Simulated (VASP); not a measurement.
# KCa3O (Pm-3m) in VASP: single point with r2SCAN

Aim: the single point of KCa3O with r2SCAN.

All numbers are computed with VASP 6.6.1; they aren't measurements. Logs are shortened: lines on timing, memory, paths and dates and some standing lists are left out, and cuts for length are marked.

**1. The structure**

It takes space group Pm-3m (No. 221, cubic). Conventional cell: a = 5.282 Å, b = 5.282 Å, c = 5.282 Å, α = 90.00°, β = 90.00°, γ = 90.00°. K (site symmetry m-3m) has 12 Ca at 3.74 Å as nearest neighbours. Ca (site symmetry 4/mmm) is surrounded by 2 O at 2.64 Å. O (site symmetry m-3m) has 6 Ca at 2.64 Å as nearest neighbours.

The cell was built by a generator and needn't be a form met in nature.

**2. Single point, r2SCAN**

File POSCAR:

```
KCa3O
1.0
    5.2821221681      0.0000000000      0.0000000000
    0.0000000000      5.2821221681      0.0000000000
    0.0000000000      0.0000000000      5.2821221681
K Ca O
1 3 1
Direct
    0.5000000000      0.5000000000      0.5000000000
    0.5000000000      0.0000000000      0.0000000000
    0.0000000000      0.5000000000      0.0000000000
    0.0000000000      0.0000000000      0.5000000000
    0.0000000000      0.0000000000      0.0000000000
```

File INCAR.step1:

```
  ALGO = Normal
  EDIFF = 1E-4
  ENCUT = 520
  GGA = PE
  ISMEAR = -1
  LASPH = True
  LCHARG = False
  LREAL = False
  LWAVE = True
  NBANDS = 30
  NELM = 60
  PREC = Accurate
  SIGMA = 0.1
```

File INCAR.step2:

```
  ALGO = Normal
  EDIFF = 1E-6
  ENCUT = 520
  ISIF = 2
  ISMEAR = -1
  ISTART = 1
  LASPH = True
  LCHARG = False
  LMIXTAU = True
  LREAL = False
  LWAVE = False
  METAGGA = R2SCAN
  NBANDS = 30
  NELM = 60
  PREC = Accurate
  SIGMA = 0.1
```

File KPOINTS:

```
k-points
0
Gamma
  7 7 7
```

Potentials or basis: VASP PAW PBE potentials, release 64 (K_sv, Ca_sv, O).

The run is started by

```
$ cat potpaw_PBE.64/K_sv/POTCAR potpaw_PBE.64/Ca_sv/POTCAR potpaw_PBE.64/O/POTCAR > POTCAR
$ cp INCAR.step1 INCAR
$ mpirun -np 1 vasp_std > vasp.out
$ cp INCAR.step2 INCAR
$ mpirun -np 1 vasp_std > vasp.out
```

OUTCAR:

```text
EDIFF = 1E-6
   ENCUT = 520
   ISIF = 2
   ISMEAR = -1
   ISTART = 1
   LASPH = True
   LREAL = False
   METAGGA = R2SCAN
   NELM = 60
   PREC = Accurate

 ion  position               nearest neighbor table
   1  0.500  0.500  0.500-
   2  0.500  0.000  0.000-
   3  0.000  0.500  0.000-
   4  0.000  0.000  0.500-
   5  0.000  0.000  0.000-

  LATTYP: Found a simple cubic cell.
 ALAT       =     5.2821221681

  Lattice vectors:

 A1 = (   5.2821221681,   0.0000000000,   0.0000000000)
 A2 = (   0.0000000000,   5.2821221681,   0.0000000000)
 A3 = (   0.0000000000,   0.0000000000,   5.2821221681)

Analysis of symmetry for initial positions (statically):
=====================================================================
 Subroutine PRICEL returns:
 Original cell was already a primitive cell.

 Routine SETGRP: Setting up the symmetry group for a
 simple cubic supercell.

 Subroutine GETGRP returns: Found 48 space group operations
 (whereof 48 operations were pure point group operations)
 out of a pool of 48 trial point group operations.

The static configuration has the point symmetry O_h .

Analysis of symmetry for dynamics (positions and initial velocities):
=====================================================================
 Subroutine PRICEL returns:
 Original cell was already a primitive cell.

 Routine SETGRP: Setting up the symmetry group for a
 simple cubic supercell.

 Subroutine GETGRP returns: Found 48 space group operations
 (whereof 48 operations were pure point group operations)
 out of a pool of 48 trial point group operations.

The dynamic configuration has the point symmetry O_h .

 Subroutine INISYM returns: Found 48 space group operations
 (whereof 48 operations are pure point group operations),
 and found     1 'primitive' translations

----------------------------------------------------------------------------------------

                                     Primitive cell

  volume of cell :     147.3755

  direct lattice vectors                    reciprocal lattice vectors
     5.282122168  0.000000000  0.000000000     0.189317848  0.000000000  0.000000000
     0.000000000  5.282122168  0.000000000     0.000000000  0.189317848  0.000000000
     0.000000000  0.000000000  5.282122168     0.000000000  0.000000000  0.189317848

  length of vectors
     5.282122168  5.282122168  5.282122168     0.189317848  0.189317848  0.189317848

  position of ions in fractional coordinates (direct lattice)
     0.500000000  0.500000000  0.500000000
     0.500000000  0.000000000  0.000000000
     0.000000000  0.500000000  0.000000000
     0.000000000  0.000000000  0.500000000
     0.000000000  0.000000000  0.000000000

  ion indices of the primitive-cell ions
   primitive index   ion index
                 1           1
                 2           2
                 3           3
                 4           4
                 5           5

----------------------------------------------------------------------------------------

 KPOINTS: k-points

Automatic generation of k-mesh.
 Grid dimensions read from file:
 generate k-points for:    7    7    7

 Generating k-lattice:

  Cartesian coordinates                     Fractional coordinates (reciprocal lattice)
     0.027045407  0.000000000  0.000000000     0.142857143  0.000000000  0.000000000
     0.000000000  0.027045407  0.000000000     0.000000000  0.142857143  0.000000000
     0.000000000  0.000000000  0.027045407     0.000000000  0.000000000  0.142857143

  Length of vectors
     0.027045407  0.027045407  0.027045407

  Shift w.r.t. Gamma in fractional coordinates (k-lattice)
     0.000000000  0.000000000  0.000000000

 Subroutine IBZKPT returns following result:
 ===========================================

 Found     20 irreducible k-points:

 Following reciprocal coordinates:
            Coordinates               Weight
  0.000000  0.000000  0.000000      1.000000
  0.142857  0.000000  0.000000      6.000000
  0.285714  0.000000  0.000000      6.000000
  0.428571  0.000000  0.000000      6.000000
  0.142857  0.142857  0.000000     12.000000
  0.285714  0.142857  0.000000     24.000000
[... 12 lines left out ...]
  0.428571  0.428571  0.285714     24.000000
  0.428571  0.428571  0.428571      8.000000
   k-points           NKPTS =     20   k-points in BZ     NKDIM =     20   number of bands    NBANDS=     30
   number of dos      NEDOS =    301   number of ions     NIONS =      5
   total plane-waves  NPLWV =  64000
   dimension x,y,z NGX =    40 NGY =   40 NGZ =   40
   dimension x,y,z NGXF=    80 NGYF=   80 NGZF=   80
   ions per type =               1   3   1
   NGX,Y,Z   is equivalent  to a cutoff of  12.59, 12.59, 12.59 a.u.
   NGXF,Y,Z  is equivalent  to a cutoff of  25.18, 25.18, 25.18 a.u.
 SYSTEM =  unknown system
   PREC   = accura    normal or accurate (medium, high low for compatibility)
   ISTART =      1    job   : 0-new  1-cont  2-samecut
   ICHARG =      0    charge: 1-file 2-atom 10-const
   ISPIN  =      1    spin polarized calculation?
   LNONCOLLINEAR =      F non collinear calculations
   LSORBIT =      F    spin-orbit coupling
   LASPH  =      T    aspherical Exc in radial PAW
   ENCUT  =  520.0 eV  38.22 Ry    6.18 a.u.   9.82  9.82  9.82*2*pi/ulx,y,z
   NELM   =     60;   NELMIN=  2; NELMDL=  0     # of ELM steps
   EDIFF  = 0.1E-05   stopping-criterion for ELM
   LREAL  =      F    real-space projection
   EDIFFG = 0.1E-04   stopping-criterion for IOM
   NSW    =      0    number of steps for IOM
   IBRION =     -1    ionic relax: 0-MD 1-quasi-New 2-CG
   NFREE  =      0    steps in history (QN), initial steepest desc. (CG)
   ISIF   =      2    stress and relaxation
   ISYM   =      2    0-nonsym 1-usesym 2-fastsym
   POTIM  = 0.5000    time-step for ionic-motion
   TEBEG  =    0.0;   TEEND  =   0.0 temperature during run
   PSTRESS=    0.0 pullay stress
   NELECT =      45.0000    total number of electrons
   NUPDOWN=      -1.0000    fix difference up-down
   EMIN   =  10.00;   EMAX   =-10.00  energy-range for DOS
   EFERMI =   0.00;   METHOD = LEGACY
   ISMEAR =    -1;   SIGMA  =   0.10  broadening in eV -4-tet -1-fermi 0-gaus
   EFERMI_NEDOS =   21; number of points for ismear=-14 and -15
   IALGO  =     38    algorithm
   IMIX   =      4    mixing-type and parameters
     AMIX     =   0.40;   BMIX     =  1.00
     AMIX_MAG =   1.60;   BMIX_MAG =  1.00
  volume/ion in A,a.u.               =      29.48       198.91
  Fermi-wavevector in a.u.,A,eV,Ry     =   1.102395  2.083224 16.534816  1.215275
  Thomas-Fermi vector in A             =   2.238837
   LORBIT       =      0    0 simple, 1 ext, 2 COOP (PROOUT), +10 PAW based schemes
   METAGGA = R2SCAN    functional components
   LHFCALC =     F    Hartree Fock is set to
   AEXX    =    0.0000 exact exchange contribution
   IVDW    =     0    specifies the selected vdW correction
   LEPSILON=     F    determine dielectric tensor
   LRPA    =     F    only Hartree local field effects (RPA)
 non-spin polarized calculation
  energy-cutoff  :      520.00
  volume of cell :      147.38
 maximum number of plane-waves:      3986
 NGX is ok and might be reduce to    40
   NGX = 19   NGY = 19   NGZ = 19

 number of electron      44.9999979 magnetization

 Free energy of the ion-electron system (eV)
  ---------------------------------------------------
  ext. energy  EPLUGINS =         0.00000000
  ---------------------------------------------------
  free energy    TOTEN  =       -37.04192324 eV

  energy without entropy =      -36.93823558  energy(sigma->0) =      -36.99007941

 E-fermi :   2.7714     XC(G=0):  -8.7219

 val. band max:        2.7700053698   @ k =   0.4286   0.2857   0.0000
 cond. band min:       2.8552285674   @ k =   0.4286   0.2857   0.1429
 fundamental gap:      0.0852231976
 Fermi energy:         2.7714282395

 k-point     1 :       0.0000    0.0000    0.0000
  band No.  band energies     occupation
      1     -41.0092      2.00000
      2     -40.9833      2.00000
      3     -40.9833      2.00000
      4     -29.6929      2.00000
      5     -21.2079      2.00000
      6     -21.2079      2.00000
[... 22 lines left out ...]
     29       5.6157      0.00000
     30       5.8347      0.00000

 k-point     2 :       0.1429    0.0000    0.0000
  band No.  band energies     occupation
      1     -41.0081      2.00000
      2     -40.9845      2.00000
      3     -40.9833      2.00000
      4     -29.6929      2.00000
      5     -21.2040      2.00000
      6     -21.2040      2.00000
[... 22 lines left out ...]
     29       5.5260      0.00000
     30       5.6870      0.00000

 k-point     3 :       0.2857    0.0000    0.0000
  band No.  band energies     occupation
      1     -41.0050      2.00000
      2     -40.9875      2.00000
      3     -40.9833      2.00000
      4     -29.6929      2.00000
      5     -21.1937      2.00000
      6     -21.1937      2.00000
[... 22 lines left out ...]
     29       5.3447      0.00000
     30       5.3540      0.00000

 k-point     4 :       0.4286    0.0000    0.0000
  band No.  band energies     occupation
      1     -41.0013      2.00000
      2     -40.9910      2.00000
      3     -40.9833      2.00000
      4     -29.6929      2.00000
      5     -21.1825      2.00000
      6     -21.1825      2.00000
[... 22 lines left out ...]
     29       5.1989      0.00000
     30       5.1989      0.00000

 k-point     5 :       0.1429    0.1429    0.0000
  band No.  band energies     occupation
      1     -41.0070      2.00000
      2     -40.9849      2.00000
      3     -40.9839      2.00000
      4     -29.6929      2.00000
      5     -21.2091      2.00000
      6     -21.2001      2.00000
[... 22 lines left out ...]
     29       5.4556      0.00000
     30       5.5782      0.00000
[... 394 lines left out ...]
     29       4.8341      0.00000
     30       5.2874      0.00000

 k-point    18 :       0.4286    0.2857    0.2857
  band No.  band energies     occupation
      1     -40.9958      2.00000
      2     -40.9910      2.00000
      3     -40.9884      2.00000
      4     -29.6924      2.00000
      5     -21.2467      2.00000
      6     -21.2107      2.00000
[... 22 lines left out ...]
     29       4.9132      0.00000
     30       5.5255      0.00000

 k-point    19 :       0.4286    0.4286    0.2857
  band No.  band energies     occupation
      1     -40.9937      2.00000
      2     -40.9913      2.00000
      3     -40.9903      2.00000
      4     -29.6923      2.00000
      5     -21.2684      2.00000
      6     -21.2228      2.00000
[... 22 lines left out ...]
     29       5.0105      0.00000
     30       5.3744      0.00000

 k-point    20 :       0.4286    0.4286    0.4286
  band No.  band energies     occupation
      1     -40.9926      2.00000
      2     -40.9913      2.00000
      3     -40.9913      2.00000
      4     -29.6921      2.00000
      5     -21.2964      2.00000
      6     -21.2237      2.00000
[... 22 lines left out ...]
     29       5.1084      0.00000
     30       5.2209      0.00000

------------------------ aborting loop because EDIFF is reached ----------------------------------------

  FORCE on cell =-STRESS in cart. coord.  units (eV):
  Direction    XX          YY          ZZ          XY          YZ          ZX
  --------------------------------------------------------------------------------------
  -------------------------------------------------------------------------------------
  Total        0.0926265      0.0926265      0.0926265     -0.0000000     -0.0000000      0.0000000
  in kB        1.0069788      1.0069788      1.0069788     -0.0000000     -0.0000000      0.0000000
  external PRESSURE =       1.0069788 kB  Pullay stress =       0.0000000 kB

 VOLUME and BASIS-vectors are now :
 -----------------------------------------------------------------------------
  energy-cutoff  :      520.00
  volume of cell :      147.38
      direct lattice vectors                 reciprocal lattice vectors
     5.282122168  0.000000000  0.000000000     0.189317848  0.000000000  0.000000000
     0.000000000  5.282122168  0.000000000     0.000000000  0.189317848  0.000000000
     0.000000000  0.000000000  5.282122168     0.000000000  0.000000000  0.189317848

 POSITION                                       TOTAL-FORCE (eV/Angst)
 -----------------------------------------------------------------------------------
      2.64106      2.64106      2.64106         0.000000      0.000000      0.000000
      2.64106      0.00000      0.00000         0.000000      0.000000      0.000000
      0.00000      2.64106      0.00000         0.000000      0.000000      0.000000
      0.00000      0.00000      2.64106         0.000000      0.000000      0.000000
      0.00000      0.00000      0.00000         0.000000      0.000000      0.000000
 -----------------------------------------------------------------------------------
    total drift:                               -0.000000      0.000000     -0.000000

  FREE ENERGIE OF THE ION-ELECTRON SYSTEM (eV)
  ---------------------------------------------------
  free  energy   TOTEN  =       -37.0419232445 eV

  energy  without entropy=      -36.9382355838  energy(sigma->0) =      -36.99007941
```

It took 2.2 min on 1 thread of Intel Xeon 6975P-C (Granite Rapids), shared host; peak memory 0.3 GiB.

What came out:

- Free energy: -37.0419 eV
- Pressure: 0.1 GPa
- Band gap on the k mesh: none (metal or under the smearing width)

Caveat: the PAW data sets were made with another functional, which shifts forces and pressure a little; an odd number of electrons without spin polarisation forces a metal; a magnetic or distorted state may lie lower.
